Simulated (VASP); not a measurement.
Method: PBE GGA, VASP's PBE PAW potentials (set 64) (plane waves; VASP 6.6.1).

The input files of a VASP run:

**KPOINTS**
```
Automatic mesh
0
Gamma
11 11 11
0 0 0
```

POSCAR:
```
Ba
1.0
 -2.2440751574   2.2440751574   2.2440751574
  2.2440751574  -2.2440751574   2.2440751574
  2.2440751574   2.2440751574  -2.2440751574
Ba
1
Cart
  0.0000000000   4.4881503148   0.0000000000
```

### INCAR
```
# general
SYSTEM  = Ba
PREC    = Accurate
ENCUT   = 500   # plane-wave cut-off (eV)
LREAL   = .FALSE.
LASPH   = .TRUE.   # aspherical one-centre terms

# electronic loop
EDIFF   = 1E-6
NELM    = 100   # most electronic steps
ALGO    = Normal
LMAXMIX = 4   # l cut-off of mixed one-centre charges

# smearing
ISMEAR  = 1
SIGMA   = 0.1   # width (eV)

# functional
GGA     = PE

# ions
IBRION  = 2   # conjugate gradients
NSW     = 40   # most ionic steps
ISIF    = 3   # ions, shape and volume
EDIFFG  = -0.02   # ionic stop
PSTRESS = 50

# output
LWAVE   = .FALSE.
LCHARG  = .FALSE.
```

POTCAR, in this order: Ba_sv (PBE.64 set). Program: vasp_std.

The run wrote:

### OUTCAR
```
 ion  position               nearest neighbor table
   1  0.000  0.000  0.000-
  LATTYP: Found a body centered cubic cell.
 ALAT       =     4.4881503148
 Subroutine PRICEL returns:
 Original cell was already a primitive cell.
 Subroutine GETGRP returns: Found 48 space group operations
The static configuration has the point symmetry O_h .
The dynamic configuration has the point symmetry O_h .
 Subroutine INISYM returns: Found 48 space group operations
 Subroutine IBZKPT returns following result:
 Found     56 irreducible k-points:

 Following reciprocal coordinates:
            Coordinates               Weight
  0.000000  0.000000  0.000000      1.000000
  0.090909  0.000000  0.000000     12.000000
  0.181818  0.000000  0.000000     12.000000
  0.272727  0.000000  0.000000     12.000000
  0.363636  0.000000  0.000000     12.000000
  0.454545  0.000000  0.000000     12.000000
  0.090909  0.090909  0.000000     24.000000
  0.181818  0.090909  0.000000     48.000000
  0.272727  0.090909  0.000000     48.000000
  0.363636  0.090909  0.000000     48.000000
  0.454545  0.090909  0.000000     24.000000
  0.181818  0.181818  0.000000     24.000000
  0.272727  0.181818  0.000000     48.000000
  0.363636  0.181818  0.000000     48.000000
  0.272727  0.272727  0.000000     24.000000
  0.363636  0.272727  0.000000     24.000000
  0.090909  0.090909  0.090909      8.000000
  0.181818  0.090909  0.090909     24.000000
  0.272727  0.090909  0.090909     24.000000
  0.363636  0.090909  0.090909     24.000000
 -0.090909  0.090909  0.090909      6.000000
  0.181818  0.181818  0.090909     24.000000
  0.272727  0.181818  0.090909     48.000000
  0.363636  0.181818  0.090909     24.000000
 -0.181818  0.181818  0.090909     24.000000
...
```

File OSZICAR:
```
       N       E                     dE             d eps       ncg     rms          rms(c)
DAV:   1     0.508245010457E+02    0.50825E+02   -0.46536E+03  1008   0.938E+02
DAV:   2    -0.214846677775E+00   -0.51039E+02   -0.50310E+02  1257   0.151E+02
DAV:   3    -0.167581715252E+01   -0.14610E+01   -0.14499E+01  1291   0.290E+01
DAV:   4    -0.169872052509E+01   -0.22903E-01   -0.22867E-01  1521   0.305E+00
DAV:   5    -0.169881317915E+01   -0.92654E-04   -0.92638E-04  1362   0.170E-01    0.276E+00
DAV:   6    -0.168474699709E+01    0.14066E-01   -0.13787E-02  1288   0.104E+00    0.158E+00
DAV:   7    -0.167865450420E+01    0.60925E-02   -0.20498E-02  1380   0.126E+00    0.928E-02
DAV:   8    -0.167878903317E+01   -0.13453E-03   -0.66628E-04  1216   0.223E-01    0.144E-02
DAV:   9    -0.167879142065E+01   -0.23875E-05   -0.14854E-05  1319   0.285E-02    0.681E-03
DAV:  10    -0.167878965802E+01    0.17626E-05   -0.40450E-06  1283   0.161E-02    0.164E-03
DAV:  11    -0.167878962900E+01    0.29024E-07   -0.69632E-08   582   0.257E-03
   1 F= -.26809957E+00 E0= -.26803941E+00  d E =-.268100E+00
```

OUTCAR:
```
------------------------ aborting loop because EDIFF is reached ----------------------------------------
  FORCE on cell =-STRESS in cart. coord.  units (eV):
  Direction    XX          YY          ZZ          XY          YZ          ZX
  --------------------------------------------------------------------------------------
  Total        1.4094814      1.4094814      1.4094814     -0.0000000      0.0000000     -0.0000000
  in kB       49.9571623     49.9571623     49.9571623     -0.0000000      0.0000000     -0.0000000
  external PRESSURE =      -0.0428377 kB  Pullay stress =      50.0000000 kB
  volume of cell :       45.20
      direct lattice vectors                 reciprocal lattice vectors
    -2.244075157  2.244075157  2.244075157     0.000000000  0.222808937  0.222808937
     2.244075157 -2.244075157  2.244075157     0.222808937  0.000000000  0.222808937
     2.244075157  2.244075157 -2.244075157     0.222808937  0.222808937  0.000000000
 POSITION                                       TOTAL-FORCE (eV/Angst)
 -----------------------------------------------------------------------------------
      0.00000      0.00000      0.00000        -0.000000     -0.000000     -0.000000
 -----------------------------------------------------------------------------------
    total drift:                                0.000000      0.000000      0.000000
  FREE ENERGIE OF THE ION-ELECTRON SYSTEM (eV)
  ---------------------------------------------------
  free  energy   TOTEN  =        -1.6787896290 eV

  energy  without entropy=       -1.6786091690  energy(sigma->0) =       -1.67872948
  enthalpy is  TOTEN    =        -0.2680995657 eV   P V=        1.4106900633

 reached required accuracy - stopping structural energy minimisation
```
(Selected blocks of OUTCAR.)

The compound is Ba in the bcc structure. It was relaxed first under an external pressure of 5 GPa.
